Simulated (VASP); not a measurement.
These are PBEsol GGA, VASP's PBE PAW potentials (set 64) (plane waves; VASP 6.6.1) values and carry that method's errors.

Input for VASP

INCAR:
```
ALGO = Normal
EDIFF = 1E-7
ENCUT = 400
GGA = PS
ICHARG = 11
ISMEAR = 0
LASPH = .TRUE.
LCHARG = .FALSE.
LMAXMIX = 4
LORBIT = 11
LREAL = .FALSE.
LWAVE = .FALSE.
NELM = 100
PREC = Accurate
SIGMA = 0.05
SYSTEM = Zn4S3Te
```

POSCAR:
```
Zn4S3Te
1
    5.5396269924     0.0000000000     0.0000000000
    0.0000000000     5.5396269924     0.0000000000
    0.0000000000     0.0000000000     5.5396269924
Zn Te S
4 1 3
Direct
  0.9846996259   0.9846996259   0.9846996259
  0.5153003741   0.5153003741   0.9846996259
  0.5153003741   0.9846996259   0.5153003741
  0.9846996259   0.5153003741   0.5153003741
  0.2500000000   0.2500000000   0.2500000000
  0.7500000000   0.7500000000   0.2500000000
  0.7500000000   0.2500000000   0.7500000000
  0.2500000000   0.7500000000   0.7500000000
```

File KPOINTS:
```
k-points along high-symmetry lines
15
Line-mode
Reciprocal
  0.000000   0.000000   0.000000 ! GAMMA
  0.000000   0.500000   0.000000 ! X

  0.000000   0.500000   0.000000 ! X
  0.500000   0.500000   0.000000 ! M

  0.500000   0.500000   0.000000 ! M
  0.000000   0.000000   0.000000 ! GAMMA

  0.000000   0.000000   0.000000 ! GAMMA
  0.500000   0.500000   0.500000 ! R

  0.500000   0.500000   0.500000 ! R
  0.000000   0.500000   0.000000 ! X

  0.500000   0.500000   0.500000 ! R
  0.500000   0.500000   0.000000 ! M
```

POTCAR, in this order: Zn Te S (PBE.64 set). Program: vasp_std. Read from the step before: CHGCAR.

Output of the run:

File OUTCAR:
```
 ion  position               nearest neighbor table
   1  0.985  0.985  0.985-   6 2.35   7 2.35   8 2.35   5 2.55
   2  0.515  0.515  0.985-   6 2.35   7 2.35   8 2.35   5 2.55
   3  0.515  0.985  0.515-   6 2.35   7 2.35   8 2.35   5 2.55
   4  0.985  0.515  0.515-   6 2.35   7 2.35   8 2.35   5 2.55
   5  0.250  0.250  0.250-   1 2.55   2 2.55   3 2.55   4 2.55
   6  0.750  0.750  0.250-   1 2.35   2 2.35   3 2.35   4 2.35
   7  0.750  0.250  0.750-   1 2.35   2 2.35   3 2.35   4 2.35
   8  0.250  0.750  0.750-   1 2.35   2 2.35   3 2.35   4 2.35
  LATTYP: Found a simple cubic cell.
 ALAT       =     5.5396269924
 Subroutine PRICEL returns:
 Original cell was already a primitive cell.
 Subroutine GETGRP returns: Found 24 space group operations
The static configuration has the point symmetry C_3v.
 The point group associated with its full space group is T_d .
The dynamic configuration has the point symmetry C_3v.
 Subroutine INISYM returns: Found 24 space group operations
   k-points           NKPTS =     90   k-points in BZ     NKDIM =     90   number of bands    NBANDS=     43
   number of dos      NEDOS =    301   number of ions     NIONS =      8
   total plane-waves  NPLWV =  46656
   dimension x,y,z NGX =    36 NGY =   36 NGZ =   36
   dimension x,y,z NGXF=    72 NGYF=   72 NGZF=   72
   ions per type =               4   1   3
   PREC   = accura    normal or accurate (medium, high low for compatibility)
   ISTART =      0    job   : 0-new  1-cont  2-samecut
   ICHARG =     11    charge: 1-file 2-atom 10-const
   ISPIN  =      1    spin polarized calculation?
   LNONCOLLINEAR =      F non collinear calculations
   LSORBIT =      F    spin-orbit coupling
   INIWAV =      1    electr: 0-lowe 1-rand  2-diag
   ENCUT  =  400.0 eV  29.40 Ry    5.42 a.u.   9.03  9.03  9.03*2*pi/ulx,y,z
   NELM   =    100;   NELMIN=  2; NELMDL= -5     # of ELM steps
   EDIFF  = 0.1E-06   stopping-criterion for ELM
   LREAL  =      F    real-space projection
   NLSPLINE    = F    spline interpolate recip. space projectors
   LMAXMIX     =    4 max onsite mixed and CHGCAR
   VOSKOWN=      0    Vosko Wilk Nusair interpolation
   EDIFFG = 0.1E-05   stopping-criterion for IOM
   NSW    =      0    number of steps for IOM
   NBLOCK =      1;   KBLOCK =      1    inner block; outer block
   IBRION =     -1    ionic relax: 0-MD 1-quasi-New 2-CG
   NFREE  =      0    steps in history (QN), initial steepest desc. (CG)
   ISIF   =      2    stress and relaxation
   ISYM   =      2    0-nonsym 1-usesym 2-fastsym
   TEIN   =    0.0    initial temperature
   TEBEG  =    0.0;   TEEND  =   0.0 temperature during run
   SMASS  =  -3.00    Nose mass-parameter (am)
   PSTRESS=    0.0 pullay stress
   NELECT =      72.0000    total number of electrons
   EFERMI =   0.00;   METHOD = LEGACY
   ISMEAR =     0;   SIGMA  =   0.05  broadening in eV -4-tet -1-fermi 0-gaus
   IALGO  =     38    algorithm
   LDIAG  =      T    sub-space diagonalisation (order eigenvalues)
   IMIX   =      4    mixing-type and parameters
     AMIX     =   0.40;   BMIX     =  1.00
     AMIX_MAG =   1.60;   BMIX_MAG =  1.00
     AMIN     =   0.10
   GGA     = PS    functional components
   VOSKOWN =     0    Vosko Wilk Nusair interpolation
   LHFCALC =     F    Hartree Fock is set to
   LHFONE  =     F    Hartree Fock one center treatment
   AEXX    =    0.0000 exact exchange contribution
   IVDW    =     0    specifies the selected vdW correction
   LEPSILON=     F    determine dielectric tensor
   LRPA    =     F    only Hartree local field effects (RPA)
  energy-cutoff  :      400.00
  volume of cell :      170.00
      direct lattice vectors                 reciprocal lattice vectors
     5.539626992  0.000000000  0.000000000     0.180517569  0.000000000  0.000000000
     0.000000000  5.539626992  0.000000000     0.000000000  0.180517569  0.000000000
     0.000000000  0.000000000  5.539626992     0.000000000  0.000000000  0.180517569
 k-point     1 :   0.0000 0.0000 0.0000  plane waves:    3071
 k-point     2 :   0.0000 0.0357 0.0000  plane waves:    3078
 k-point     3 :   0.0000 0.0714 0.0000  plane waves:    3066
...
```

**OSZICAR**
```
       N       E                     dE             d eps       ncg     rms          rms(c)
DAV:   1     0.496280009749E+03    0.49628E+03   -0.28718E+04  7740   0.166E+03
DAV:   2     0.338143769012E+02   -0.46247E+03   -0.45093E+03  7922   0.389E+02
DAV:   3    -0.247314187428E+02   -0.58546E+02   -0.57355E+02  8742   0.134E+02
DAV:   4    -0.270606382925E+02   -0.23292E+01   -0.23210E+01  9045   0.258E+01
DAV:   5    -0.270995167717E+02   -0.38878E-01   -0.38858E-01  9612   0.327E+00
DAV:   6    -0.271003016702E+02   -0.78490E-03   -0.78479E-03  9096   0.443E-01
DAV:   7    -0.271003277246E+02   -0.26054E-04   -0.26053E-04  9671   0.761E-02
DAV:   8    -0.271003287994E+02   -0.10748E-05   -0.10748E-05  8776   0.147E-02
DAV:   9    -0.271003288491E+02   -0.49704E-07   -0.49739E-07  7766   0.296E-03
   1 F= -.27100329E+02 E0= -.27100329E+02  d E =-.918814E-12
```

File OUTCAR:
```
 val. band max:        2.7281525022   @ k =   0.0000   0.0000   0.0000

 cond. band min:       3.9084634194   @ k =   0.0000   0.0000   0.0000



 k-point     1 :       0.0000    0.0000    0.0000
  band No.  band energies     occupation
      1     -10.5795      2.00000
      2      -9.5856      2.00000
      3      -9.5856      2.00000
      4      -7.8235      2.00000
      5      -4.0556      2.00000
      6      -4.0556      2.00000
      7      -4.0556      2.00000
      8      -4.0290      2.00000
      9      -4.0290      2.00000
     10      -4.0290      2.00000
     11      -3.7546      2.00000
     12      -3.7546      2.00000
     13      -3.7546      2.00000
     14      -3.6917      2.00000
     15      -3.6917      2.00000
     16      -3.6917      2.00000
     17      -3.6059      2.00000
     18      -3.6059      2.00000
     19      -3.5373      2.00000
     20      -3.5373      2.00000
     21      -3.5373      2.00000
     22      -3.3839      2.00000
     23      -3.3582      2.00000
     24      -3.3582      2.00000
     25      -2.2680      2.00000
     26      -2.2680      2.00000
     27      -2.2680      2.00000
     28       0.0483      2.00000
     29       0.0483      2.00000
     30       0.0483      2.00000
     31       0.4129      2.00000
     32       0.4129      2.00000
     33       0.4129      2.00000
     34       2.7282      2.00000
     35       2.7282      2.00000
     36       2.7282      2.00000
     37       3.9085      0.00000
     38       5.6402      0.00000
     39       5.6402      0.00000
     40       5.7286      0.00000
     41       6.0256      0.00000
     42       6.0256      0.00000
     43       6.0256      0.00000

 k-point     2 :       0.0000    0.0357    0.0000
  band No.  band energies     occupation
      1     -10.5767      2.00000
      2      -9.5884      2.00000
      3      -9.5855      2.00000
      4      -7.8253      2.00000
      5      -4.0558      2.00000
      6      -4.0542      2.00000
...
```

The density is held fixed in this step, so its total energy and stress have no physical meaning. Unless said otherwise, spin-orbit coupling is left out, though it shifts the bands of the heavy elements here.

The structure was generated: Zn4S3Te was put into an ordered model structure (P-43m), which need not be its known phase. It was relaxed first.
